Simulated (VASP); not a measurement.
Method: PBEsol GGA, VASP's PBE PAW potentials (set 64) (plane waves; VASP 6.6.1).

The input files of a VASP run:

INCAR:
```
SYSTEM  =  AlGaN2
PREC  =  Accurate; ENCUT  =  520; LREAL  =  .False.
LASPH  =  .True.; ICHARG  =  11
EDIFF  =  1E-7; NELM  =  100; ALGO  =  Normal
LMAXMIX  =  4
ISMEAR  =  0; SIGMA  =  0.05
GGA  =  PS
LWAVE  =  .False.; LCHARG  =  .False.; LORBIT  =  11
```

KPOINTS:
```
k-points along high-symmetry lines
10
Line-mode
Reciprocal
  0.000000   0.000000   0.000000 ! GAMMA
  0.500000   0.000000   0.000000 ! M

  0.500000   0.000000   0.000000 ! M
  0.333333   0.333333   0.000000 ! K

  0.333333   0.333333   0.000000 ! K
  0.000000   0.000000   0.000000 ! GAMMA

  0.000000   0.000000   0.000000 ! GAMMA
  0.000000   0.000000   0.500000 ! A

  0.000000   0.000000   0.500000 ! A
  0.500000   0.000000   0.500000 ! L

  0.500000   0.000000   0.500000 ! L
  0.333333   0.333333   0.500000 ! H

  0.333333   0.333333   0.500000 ! H
  0.000000   0.000000   0.500000 ! A

  0.500000   0.000000   0.500000 ! L
  0.500000   0.000000   0.000000 ! M

  0.333333   0.333333   0.500000 ! H
  0.333333   0.333333   0.000000 ! K
```

File POSCAR:
```
AlGaN2
3.1458610
  1.0000001214   0.0000000000   0.0000000000
 -0.5000000607   0.8660253874   0.0000000000
  0.0000000000   0.0000000000   1.6197322968
Al Ga N
1 1 2
direct
  0.0000000000   0.0000000000   0.9994946428
  0.6666670000   0.3333330000   0.4972315592
  0.6666670000   0.3333330000   0.1126866663
  0.0000000000   0.0000000000   0.6269771317
```

POTCAR, in this order: Al Ga_d N (PBE.64 set). Program: vasp_std. Read from the step before: CHGCAR.

The run wrote:

OUTCAR:
```
 ion  position               nearest neighbor table
   1  0.000  0.000  0.999-   4 1.90   3 1.91   3 1.91   3 1.91   2 3.12   2 3.12   2 3.12   2 3.14
                             2 3.14   2 3.14
   2  0.667  0.333  0.497-   4 1.93   4 1.93   4 1.93   3 1.96   1 3.12   1 3.12   1 3.12   1 3.14
                             1 3.14   1 3.14
   3  0.667  0.333  0.113-   1 1.91   1 1.91   1 1.91   2 1.96
   4  0.000  0.000  0.627-   1 1.90   2 1.93   2 1.93   2 1.93
  LATTYP: Found a hexagonal cell.
 ALAT       =     3.1458613819
 C/A-ratio  =     1.6197321002
 Subroutine PRICEL returns:
 Original cell was already a primitive cell.
 Subroutine GETGRP returns: Found  6 space group operations
The static configuration has the point symmetry C_3v.
The dynamic configuration has the point symmetry C_3v.
 Subroutine INISYM returns: Found  6 space group operations
   k-points           NKPTS =     90   k-points in BZ     NKDIM =     90   number of bands    NBANDS=     17
   number of dos      NEDOS =    301   number of ions     NIONS =      4
   total plane-waves  NPLWV =  23040
   dimension x,y,z NGX =    24 NGY =   24 NGZ =   40
   dimension x,y,z NGXF=    48 NGYF=   48 NGZF=   80
   ions per type =               1   1   2
   PREC   = accura    normal or accurate (medium, high low for compatibility)
   ISTART =      0    job   : 0-new  1-cont  2-samecut
   ICHARG =     11    charge: 1-file 2-atom 10-const
   ISPIN  =      1    spin polarized calculation?
   LNONCOLLINEAR =      F non collinear calculations
   LSORBIT =      F    spin-orbit coupling
   INIWAV =      1    electr: 0-lowe 1-rand  2-diag
   ENCUT  =  520.0 eV  38.22 Ry    6.18 a.u.   5.85  5.85  9.47*2*pi/ulx,y,z
   NELM   =    100;   NELMIN=  2; NELMDL= -5     # of ELM steps
   EDIFF  = 0.1E-06   stopping-criterion for ELM
   LREAL  =      F    real-space projection
   NLSPLINE    = F    spline interpolate recip. space projectors
   LMAXMIX     =    4 max onsite mixed and CHGCAR
   VOSKOWN=      0    Vosko Wilk Nusair interpolation
   EDIFFG = 0.1E-05   stopping-criterion for IOM
   NSW    =      0    number of steps for IOM
   NBLOCK =      1;   KBLOCK =      1    inner block; outer block
   IBRION =     -1    ionic relax: 0-MD 1-quasi-New 2-CG
   NFREE  =      0    steps in history (QN), initial steepest desc. (CG)
   ISIF   =      2    stress and relaxation
   ISYM   =      2    0-nonsym 1-usesym 2-fastsym
   TEIN   =    0.0    initial temperature
   TEBEG  =    0.0;   TEEND  =   0.0 temperature during run
   SMASS  =  -3.00    Nose mass-parameter (am)
   PSTRESS=    0.0 pullay stress
   NELECT =      26.0000    total number of electrons
   EFERMI =   0.00;   METHOD = LEGACY
   ISMEAR =     0;   SIGMA  =   0.05  broadening in eV -4-tet -1-fermi 0-gaus
   IALGO  =     38    algorithm
   LDIAG  =      T    sub-space diagonalisation (order eigenvalues)
   IMIX   =      4    mixing-type and parameters
     AMIX     =   0.40;   BMIX     =  1.00
     AMIX_MAG =   1.60;   BMIX_MAG =  1.00
     AMIN     =   0.10
   GGA     = PS    functional components
   VOSKOWN =     0    Vosko Wilk Nusair interpolation
   LHFCALC =     F    Hartree Fock is set to
   LHFONE  =     F    Hartree Fock one center treatment
   AEXX    =    0.0000 exact exchange contribution
   IVDW    =     0    specifies the selected vdW correction
   LEPSILON=     F    determine dielectric tensor
   LRPA    =     F    only Hartree local field effects (RPA)
  energy-cutoff  :      520.00
  volume of cell :       43.67
      direct lattice vectors                 reciprocal lattice vectors
     3.145861382  0.000000000  0.000000000     0.317877960  0.183526952  0.000000000
    -1.572930691  2.724395491  0.000000000     0.000000000  0.367053904  0.000000000
     0.000000000  0.000000000  5.095452663     0.000000000  0.000000000  0.196253418
 k-point     1 :   0.0000 0.0000 0.0000  plane waves:    1165
 k-point     2 :   0.0556 0.0000 0.0000  plane waves:    1153
 k-point     3 :   0.1111 0.0000 0.0000  plane waves:    1158
 k-point     4 :   0.1667 0.0000 0.0000  plane waves:    1162
 k-point     5 :   0.2222 0.0000 0.0000  plane waves:    1176
...
```

File OSZICAR:
```
       N       E                     dE             d eps       ncg     rms          rms(c)
DAV:   1     0.168593157454E+03    0.16859E+03   -0.12927E+04  3071   0.227E+03
DAV:   2    -0.112139369945E+02   -0.17981E+03   -0.17484E+03  3604   0.431E+02
DAV:   3    -0.274141478464E+02   -0.16200E+02   -0.15874E+02  3731   0.115E+02
DAV:   4    -0.278676807642E+02   -0.45353E+00   -0.45290E+00  4342   0.186E+01
DAV:   5    -0.278735366421E+02   -0.58559E-02   -0.58527E-02  4187   0.199E+00
DAV:   6    -0.278738292412E+02   -0.29260E-03   -0.29257E-03  4760   0.359E-01
DAV:   7    -0.278738316139E+02   -0.23727E-05   -0.23726E-05  4165   0.300E-02
DAV:   8    -0.278738316622E+02   -0.48343E-07   -0.48352E-07  4289   0.458E-03
   1 F= -.27873832E+02 E0= -.27873832E+02  d E =-.138831E-15
```

**OUTCAR**
```
 val. band max:        5.6657818387   @ k =   0.0000   0.0000   0.0000

 cond. band min:       8.5055560841   @ k =   0.0000   0.0000   0.0000



 k-point     1 :       0.0000    0.0000    0.0000
  band No.  band energies     occupation
      1      -9.9947      2.00000
      2      -8.6698      2.00000
      3      -7.4300      2.00000
      4      -7.4300      2.00000
      5      -7.1501      2.00000
      6      -7.1501      2.00000
      7      -6.3801      2.00000
      8      -0.9925      2.00000
      9       4.5561      2.00000
     10       4.5561      2.00000
     11       5.5571      2.00000
     12       5.6658      2.00000
     13       5.6658      2.00000
     14       8.5056      0.00000
     15      11.1301      0.00000
     16      15.3003      0.00000
     17      16.1197      0.00000

 k-point     2 :       0.0556    0.0000    0.0000
  band No.  band energies     occupation
      1      -9.9595      2.00000
      2      -8.6584      2.00000
      3      -7.4251      2.00000
      4      -7.4237      2.00000
      5      -7.1555      2.00000
      6      -7.1504      2.00000
      7      -6.3598      2.00000
      8      -0.9458      2.00000
      9       4.3555      2.00000
     10       4.5068      2.00000
     11       5.3676      2.00000
     12       5.5659      2.00000
     13       5.6373      2.00000
     14       8.7501      0.00000
     15      11.3109      0.00000
     16      15.1776      0.00000
     17      15.9300      0.00000

 k-point     3 :       0.1111    0.0000    0.0000
  band No.  band energies     occupation
      1      -9.8573      2.00000
      2      -8.6262      2.00000
      3      -7.4082      2.00000
      4      -7.4059      2.00000
      5      -7.1695      2.00000
      6      -7.1509      2.00000
      7      -6.3012      2.00000
      8      -0.8072      2.00000
      9       3.8192      2.00000
     10       4.3688      2.00000
     11       4.7595      2.00000
     12       5.4917      2.00000
...
```

The density is held fixed in this step, so its total energy and stress have no physical meaning.

The structure comes from a computed database's AlGaN2 entry (P3m1); how it stands against other phases isn't given here. It was relaxed first.
